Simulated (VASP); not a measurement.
# TiGe: structure and properties in VASP

Aim: relax TiGe, then compute properties on the relaxed cell. The steps: rough relaxation of the start cell, relaxing cell and atoms (AM05), density, ELF and potential (AM05), bands along the symmetry lines (AM05), total and projected DOS (AM05), vibrations at Γ (AM05) and field gradients at the nuclei (AM05). The cell is invented: it takes the structure of a Materials Project entry for ZrTi (space group 123 there), with some of its atoms replaced by other elements, volume scaled by an estimate. It may not be a known or stable phase. Left out of this account: 1 further run (bands with HSE06: it ended just at its time limit, and its output was not read). The atoms of the start are displaced at random from the sites of a P4/mmm cell.

Calculated with VASP 6.6.1; AM05; plane waves and PAW (Ge_d, Ti_sv), in the first sound run; inputs show where later runs differ.

### 1. Starting point

Before any relaxation, the start is as follows. The structure is tetragonal, space group P4mm (No. 99). That holds within 0.01 Å; VASP, at its tighter tolerance, finds 1 operation. Conventional cell: a = 2.893 Å, b = 2.893 Å, c = 3.903 Å, α = 90.00°, β = 90.00°, γ = 90.00°. Nearest to Ge lie 8 Ti at 2.82 to 2.83 Å and 4 Ge at 2.89 Å. Nearest to Ti lie 8 Ge at 2.82 to 2.83 Å and 4 Ti at 2.89 Å. It derives from ZrTi. it takes the structure of a Materials Project entry for ZrTi (space group 123 there), with some of its atoms replaced by other elements, volume scaled by an estimate. Farther neighbours are not listed. That group holds within 0.01 Å; judged at 0.001 Å it is Cm (No. 8).

### 2. Rough relaxation of the start cell

The start is only an estimate, so a cheap relaxation brings it near a minimum before any careful run. AM05 is built from the electron gas and the surface model, and does well on lattice constants.

INCAR

```
SYSTEM = TiGe
PREC = Normal
ENCUT = 410
EDIFF = 1E-05
NELM = 60
ISMEAR = 0
SIGMA = 0.05
LREAL = .FALSE.
ALGO = Fast
GGA = AM
NBANDS = 19
LORBIT = 11
LWAVE = .FALSE.
LCHARG = .FALSE.
IBRION = 2
NSW = 40
ISIF = 3
EDIFFG = -0.04
```

POSCAR

```
TiGe
1.0
    2.8934890000      0.0000000000      0.0000000000
    0.0000000000      2.8934890000      0.0000000000
    0.0000000000      0.0000000000      3.9030970000
Ge Ti
1 1
Direct
    0.5010370000      0.4983270000      0.5017120000
    0.0004820000     -0.0010420000     -0.0001530000
```

KPOINTS

```
Automatic mesh
0
Gamma
6 6 4
0 0 0
```

The projector-augmented-wave data sets are Ge_d and Ti_sv (PBE family, release 64).

Launch:

```console
$ mpirun -np 1 vasp_std
```

The log of the run:

```text
[banner, memory and clock lines left out]
running    1 mpi-ranks, on    1 nodes
 distrk:  each k-point on    1 cores,    1 groups
 distr:  one band on    1 cores,    1 groups

 POSCAR found type information on POSCAR GeTi
 POSCAR found :  2 types and       2 ions
|                                                                             |
|               ----> ADVICE to this user running VASP <----                  |
|                                                                             |
|     You enforced a specific xc type in the INCAR file but a different       |
|     [... a line on the potential file left out ...]
|     I HOPE YOU KNOW WHAT YOU ARE DOING!                                     |
|                                                                             |

 LDA part: xc-table for (Slater+PW92), standard interpolation
 POSCAR, INCAR and KPOINTS ok, starting setup
 FFT: planning ... GRIDC
 FFT: planning ... GRID_SOFT
 FFT: planning ... GRID
 WAVECAR not read
 entering main loop
       N       E                     dE             d eps       ncg     rms          rms(c)
DAV:   1     0.181124130503E+03    0.18112E+03   -0.11886E+04  3177   0.281E+03
DAV:   2     0.431170910938E+01   -0.17681E+03   -0.17330E+03  2920   0.497E+02
DAV:   3    -0.145300804942E+02   -0.18842E+02   -0.18591E+02  3159   0.131E+02
DAV:   4    -0.153942222647E+02   -0.86414E+00   -0.85821E+00  4275   0.267E+01
DAV:   5    -0.154108261792E+02   -0.16604E-01   -0.16596E-01  3339   0.296E+00    0.998E+00
RMM:   6    -0.139148793436E+02    0.14959E+01   -0.53268E+00  3361   0.172E+01    0.271E+00
RMM:   7    -0.137433486181E+02    0.17153E+00   -0.51661E-01  3370   0.723E+00    0.177E+00
RMM:   8    -0.137297769686E+02    0.13572E-01   -0.21907E-01  3544   0.347E+00    0.386E-01
RMM:   9    -0.137326127238E+02   -0.28358E-02   -0.57236E-02  3712   0.193E+00    0.441E-01
RMM:  10    -0.137344928276E+02   -0.18801E-02   -0.26753E-02  3513   0.117E+00    0.157E-01
RMM:  11    -0.137359899723E+02   -0.14971E-02   -0.13786E-02  4020   0.637E-01    0.136E-01
RMM:  12    -0.137364852226E+02   -0.49525E-03   -0.81474E-03  3756   0.521E-01    0.514E-02
RMM:  13    -0.137370167975E+02   -0.53157E-03   -0.54261E-03  3609   0.319E-01    0.311E-02
RMM:  14    -0.137373433484E+02   -0.32655E-03   -0.35003E-03  3277   0.244E-01    0.854E-03
RMM:  15    -0.137375969711E+02   -0.25362E-03   -0.26505E-03  2933   0.177E-01    0.188E-02
RMM:  16    -0.137377692987E+02   -0.17233E-03   -0.18250E-03  2827   0.145E-01    0.659E-02
RMM:  17    -0.137379071535E+02   -0.13785E-03   -0.14810E-03  2712   0.121E-01    0.537E-02
RMM:  18    -0.137379944917E+02   -0.87338E-04   -0.96616E-04  2663   0.102E-01    0.577E-02
RMM:  19    -0.137380978196E+02   -0.10333E-03   -0.10942E-03  2289   0.862E-02    0.659E-02
RMM:  20    -0.137381468598E+02   -0.49040E-04   -0.52273E-04  2433   0.738E-02    0.724E-02
RMM:  21    -0.137381800178E+02   -0.33158E-04   -0.41651E-04  2340   0.718E-02    0.575E-02
RMM:  22    -0.137382030319E+02   -0.23014E-04   -0.29586E-04  2348   0.652E-02    0.415E-02
RMM:  23    -0.137382229575E+02   -0.19926E-04   -0.23808E-04  2437   0.588E-02    0.291E-02
RMM:  24    -0.137382380638E+02   -0.15106E-04   -0.17711E-04  2206   0.520E-02    0.226E-02
RMM:  25    -0.137382510190E+02   -0.12955E-04   -0.14757E-04  2007   0.453E-02    0.199E-02
RMM:  26    -0.137382606636E+02   -0.96446E-05   -0.11337E-04  1909   0.399E-02    0.247E-02
RMM:  27    -0.137382687731E+02   -0.81095E-05   -0.95837E-05  1863   0.365E-02
   1 F= -.13738269E+02 E0= -.13736923E+02  d E =-.137383E+02
 curvature:   0.00 expect dE= 0.000E+00 dE for cont linesearch  0.000E+00
 trial: gam= 0.00000 g(F)=  0.202E-03 g(S)=  0.199E+00 ort = 0.000E+00 (trialstep = 0.100E+01)
 search vector abs. value=  0.199E+00
 bond charge predicted
       N       E                     dE             d eps       ncg     rms          rms(c)
DAV:   1    -0.185892334830E+02   -0.48510E+01   -0.79244E+01  3667   0.126E+02    0.170E+01
RMM:   2    -0.144432413242E+02    0.41460E+01   -0.97083E+00  3259   0.399E+01    0.577E+00
RMM:   3    -0.138061143927E+02    0.63713E+00   -0.18327E+00  3581   0.141E+01    0.289E+00
RMM:   4    -0.136988883326E+02    0.10723E+00   -0.11561E+00  3565   0.828E+00    0.151E+00
RMM:   5    -0.137270198537E+02   -0.28132E-01   -0.31320E-01  3698   0.526E+00    0.989E-01
RMM:   6    -0.137502368094E+02   -0.23217E-01   -0.14704E-01  3665   0.316E+00    0.120E+00
RMM:   7    -0.137632068858E+02   -0.12970E-01   -0.13826E-01  3413   0.419E+00    0.122E+00
RMM:   8    -0.137595187370E+02    0.36881E-02   -0.68485E-02  3749   0.171E+00    0.164E-01
RMM:   9    -0.137636568448E+02   -0.41381E-02   -0.40309E-02  4174   0.974E-01    0.736E-02
RMM:  10    -0.137667321263E+02   -0.30753E-02   -0.31245E-02  3952   0.668E-01    0.164E-01
RMM:  11    -0.137685856855E+02   -0.18536E-02   -0.18667E-02  3645   0.548E-01    0.256E-01
RMM:  12    -0.137702852121E+02   -0.16995E-02   -0.14781E-02  3742   0.515E-01    0.435E-01
RMM:  13    -0.137725031972E+02   -0.22180E-02   -0.12551E-02  3611   0.547E-01    0.754E-01
RMM:  14    -0.137735338236E+02   -0.10306E-02   -0.89744E-03  3467   0.343E-01    0.831E-01
RMM:  15    -0.137732068556E+02    0.32697E-03   -0.53686E-03  3288   0.332E-01    0.674E-01
RMM:  16    -0.137726449453E+02    0.56191E-03   -0.62907E-03  3450   0.436E-01    0.344E-01
RMM:  17    -0.137726743754E+02   -0.29430E-04   -0.27270E-03  3413   0.278E-01    0.214E-01
RMM:  18    -0.137728843426E+02   -0.20997E-03   -0.30981E-03  3198   0.195E-01    0.149E-01
RMM:  19    -0.137729850159E+02   -0.10067E-03   -0.13984E-03  2852   0.139E-01    0.117E-01
RMM:  20    -0.137731538878E+02   -0.16887E-03   -0.21898E-03  3018   0.141E-01    0.651E-02
RMM:  21    -0.137732119543E+02   -0.58066E-04   -0.79203E-04  2787   0.108E-01    0.272E-02
RMM:  22    -0.137733251481E+02   -0.11319E-03   -0.12562E-03  2301   0.831E-02    0.154E-02
RMM:  23    -0.137733659416E+02   -0.40793E-04   -0.46906E-04  2285   0.726E-02    0.649E-03
RMM:  24    -0.137734393778E+02   -0.73436E-04   -0.81039E-04  1956   0.592E-02    0.896E-03
WARNING in EDDRMM: call to ZHEGV failed, returncode =   6  3     10
RMM:  25    -0.137734650141E+02   -0.25636E-04   -0.29842E-04  1808   0.526E-02    0.119E-02
RMM:  26    -0.137735088233E+02   -0.43809E-04   -0.49246E-04  1712   0.480E-02    0.143E-02
RMM:  27    -0.137735242030E+02   -0.15380E-04   -0.18567E-04  1751   0.457E-02    0.169E-02
RMM:  28    -0.137735512991E+02   -0.27096E-04   -0.31255E-04  1763   0.430E-02    0.182E-02
RMM:  29    -0.137735616472E+02   -0.10348E-04   -0.13013E-04  1603   0.393E-02    0.197E-02
RMM:  30    -0.137735786407E+02   -0.16993E-04   -0.20144E-04  1712   0.384E-02    0.206E-02
RMM:  31    -0.137735850925E+02   -0.64518E-05   -0.88541E-05  1617   0.360E-02
   2 F= -.13773585E+02 E0= -.13773031E+02  d E =-.353163E-01
[...]
WARNING in EDDRMM: call to ZHEGV failed, returncode =   8  4     12
[... from here on, the cycles between the ionic steps are left out ...]
   3 F= -.13802975E+02 E0= -.13802361E+02  d E =-.647064E-01
   4 F= -.13800899E+02 E0= -.13800171E+02  d E =-.626300E-01
   5 F= -.13802338E+02 E0= -.13801679E+02  d E =-.640691E-01
   6 F= -.13802782E+02 E0= -.13802148E+02  d E =-.645132E-01
   7 F= -.13802914E+02 E0= -.13802291E+02  d E =-.646456E-01
   8 F= -.13803254E+02 E0= -.13802639E+02  d E =-.339347E-03
 trial-energy change:   -0.000339  1 .order   -0.000395   -0.000539   -0.000251
 step:   1.7212(harm=  1.7212)  dis= 0.00293  next Energy=   -13.803419 (dE=-0.504E-03)
 bond charge predicted
       N       E                     dE             d eps       ncg     rms          rms(c)
DAV:   1    -0.138038696811E+02   -0.62357E-03   -0.30946E-02  3602   0.269E+00    0.187E-01
RMM:   2    -0.138035461252E+02    0.32356E-03   -0.25254E-03  3547   0.515E-01    0.969E-02
RMM:   3    -0.138034092136E+02    0.13691E-03   -0.50647E-04  3603   0.241E-01    0.498E-02
RMM:   4    -0.138033721759E+02    0.37038E-04   -0.23418E-04  3516   0.154E-01    0.151E-02
RMM:   5    -0.138033790422E+02   -0.68663E-05   -0.79464E-05  2999   0.834E-02
   9 F= -.13803379E+02 E0= -.13802759E+02  d E =-.464630E-03
 curvature:  -0.48 expect dE=-0.942E-04 dE for cont linesearch -0.785E-05
 trial: gam=-0.13898 g(F)=  0.315E-04 g(S)=  0.164E-03 ort = 0.731E-04 (trialstep = 0.108E+01)
 search vector abs. value=  0.181E-03
 reached required accuracy - stopping structural energy minimisation
```

The job ended after 3.6 min (1 MPI rank of AMD EPYC 7R43, shared host; peak memory 0.1 GiB).

Lines that name or quote the potential files are left out of all logs, and their timing lines are given in words.

OUTCAR, selected parts (step 2):

```text
ion  position               nearest neighbor table
   1  0.501  0.498  0.502-   2 2.82   2 2.82   2 2.82   2 2.82   2 2.83   2 2.83   2 2.83   2 2.83

  LATTYP: Found a simple tetragonal cell.
 ALAT       =     2.8934890000
 C/A-ratio  =     1.3489240844

 Subroutine GETGRP returns: Found  1 space group operations
 (whereof  1 operations were pure point group operations)

The static configuration has the point symmetry C_1 .

 Found     76 irreducible k-points:

   k-points           NKPTS =     76   k-points in BZ     NKDIM =     76   number of bands    NBANDS=     19

   dimension x,y,z NGX =    14 NGY =   14 NGZ =   20
   dimension x,y,z NGXF=    28 NGYF=   28 NGZF=   40

   ENCUT  =  410.0 eV  30.13 Ry    5.49 a.u.   4.78  4.78  6.44*2*pi/ulx,y,z

   NELECT =      26.0000    total number of electrons

 k-points in reciprocal lattice and weights: Automatic mesh
   0.00000000  0.00000000  0.00000000       0.007
   0.16666667  0.00000000  0.00000000       0.014
   0.00000000  0.16666667  0.00000000       0.014
   0.33333333  0.00000000  0.00000000       0.014
   0.00000000  0.33333333  0.00000000       0.014
   0.50000000  0.00000000  0.00000000       0.007
   0.00000000  0.50000000  0.00000000       0.007
   0.16666667  0.16666667  0.00000000       0.014
  -0.16666667  0.16666667  0.00000000       0.014
[...]
-0.33333333  0.50000000  0.50000000       0.014
   0.50000000  0.50000000  0.50000000       0.007

 average (electrostatic) potential at core
       1 -69.2427       2 -70.7780

 E-fermi :   9.7297

 k-point     1 :       0.0000    0.0000    0.0000
  band No.  band energies     occupation
    ...
      9     -14.9552      2.00000
     10      -2.9173      2.00000
     11       7.4669      2.00000
     12       8.0356      2.00000
     13       8.4048      2.00000
     14      11.5134      0.00000
     15      11.5135      0.00000
     16      12.5699      0.00000
     17      14.6019      0.00000
     18      14.6021      0.00000
    ...

 k-point     2 :       0.1667    0.0000    0.0000
  band No.  band energies     occupation
    ...
      9     -14.9536      2.00000
     10      -2.3868      2.00000
     11       7.6965      2.00000
     12       7.7489      2.00000
     13       8.2500      2.00000
     14      11.5816      0.00000
     15      11.8724      0.00000
     16      12.1038      0.00000
     17      12.1104      0.00000
     18      15.5436      0.00000
    ...

 k-point     3 :       0.0000    0.1667    0.0000
  band No.  band energies     occupation
    ...
      9     -14.9535      2.00000
     10      -2.3868      2.00000
     11       7.6965      2.00000
     12       7.7489      2.00000
     13       8.2499      2.00000
     14      11.5816      0.00000
     15      11.8724      0.00000
     16      12.1037      0.00000
     17      12.1104      0.00000
     18      15.5437      0.00000
    ...

  Total       -0.0222969     -0.0224300     -0.0761283     -0.0002136      0.0002125     -0.0000843
  in kB       -1.1770279     -1.1840536     -4.0187201     -0.0112758      0.0112185     -0.0044484
  external PRESSURE =      -2.1266005 kB  Pullay stress =       0.0000000 kB

  energy-cutoff  :      410.00
  volume of cell :       30.35
      direct lattice vectors                 reciprocal lattice vectors
     2.834705094 -0.000019403  0.000013742     0.352770382  0.000002415 -0.000001759
    -0.000019403  2.834720635 -0.000021242     0.000002415  0.352768448  0.000002690
     0.000018835 -0.000028800  3.777034925    -0.000001283  0.000001984  0.264757944

 POSITION                                       TOTAL-FORCE (eV/Angst)
 -----------------------------------------------------------------------------------
      1.42002      1.41287      1.89082        -0.000743      0.000792      0.018028
      0.00162      2.83149      0.00356         0.000743     -0.000792     -0.018028
 -----------------------------------------------------------------------------------
    total drift:                               -0.000847      0.000715     -0.008157

  FREE ENERGIE OF THE ION-ELECTRON SYSTEM (eV)
  ---------------------------------------------------
  free  energy   TOTEN  =       -13.8033790422 eV

  energy  without entropy=      -13.8021384552  energy(sigma->0) =      -13.80275875

 reached required accuracy - stopping structural energy minimisation

 total charge
# of ion       s       p       d       tot
------------------------------------------
    1        1.136   1.263  10.055  12.455
    2        2.185   6.116   2.052  10.352
--------------------------------------------------
tot          3.321   7.379  12.107  22.807

[... 3 further parts left out ...]
```

CONTCAR:

```
TiGe
   1.00000000000000
     2.8347050937474547   -0.0000194032752987    0.0000137422161862
    -0.0000194027520406    2.8347206346196812   -0.0000212416276240
     0.0000188351969888   -0.0000287999044274    3.7770349248771717
  Ge              Ti
     1     1
Direct
     0.5009418136466032    0.4984261316505912    0.5006096751663119
     0.0005771863533914    0.9988588683494138    0.0009493248336884
```

The k-mesh is coarse for a metal. This relaxation is a rough one on cheap settings, only to bring the start near its minimum. The PAW data sets were made with PBE, which is usual practice but a small mismatch for other functionals.

The steps of the relaxation:

```tsv
step	energy less that of the first step (eV)	largest force (eV/Å)	pressure (GPa)	volume (Å³)
1	0.0000	0.0457	-8.04	32.68
2	-0.0353	0.0285	6.78	28.95
3	-0.0647	0.0412	1.69	30.36
4	-0.0626	0.0426	-1.46	30.71
5	-0.0641	0.0417	-1.00	30.53
6	-0.0645	0.0410	-0.55	30.45
7	-0.0646	0.0400	-0.90	30.40
8	-0.0650	0.0064	-0.32	30.37
9	-0.0651	0.0181	-0.21	30.35
```

```tsv
cell as run	before	after	change
a (Å)	2.893	2.835	-2.0 %
b (Å)	2.893	2.835	-2.0 %
c (Å)	3.903	3.777	-3.2 %
volume (Å³/atom)	16.34	15.18	-7.1 %
```

The relaxed structure:

```xyz
2
Lattice="2.8347 0.0000 0.0000 0.0000 2.8347 0.0000 0.0000 0.0000 3.7770" Properties=species:S:1:pos:R:3 pbc="T T T"
Ge    1.4200    1.4129    1.8908
Ti    0.0016   -0.0032    0.0036
```

This step gave:

| Item | Value |
| --- | --- |
| electrons | 26 |
| bands | 19 |
| irreducible k-points | 76 |
| symmetry operations | 1 |
| free energy (TOTEN) | -13.80 eV |
| energy at zero smearing | -13.80 eV |
| Fermi energy | 9.730 eV |
| pressure | -0.2127 GPa |
| metallic | yes |
| SCF cycles over all ionic steps | 143 |

It ends with a largest force of 0.018 eV/Å and a pressure of -0.21 GPa.

(Part 1 of 5 ends here.)

[Lines on the potential files, build, host, timing and source positions are cut from VASP's logs without a mark.]

[Logs are printed without paths, hosts, clocks, repeated set-up lines and the standing remarks that a program may print on its own settings, such as how far it seeks lower states.]

[Hosts, paths, dates, database ids (printed as entryN), source tags and the programs' standing remarks are cut or masked in the printed files.]

[A measured line is paired with the nearest computed mode of its activity, which favours agreement.]
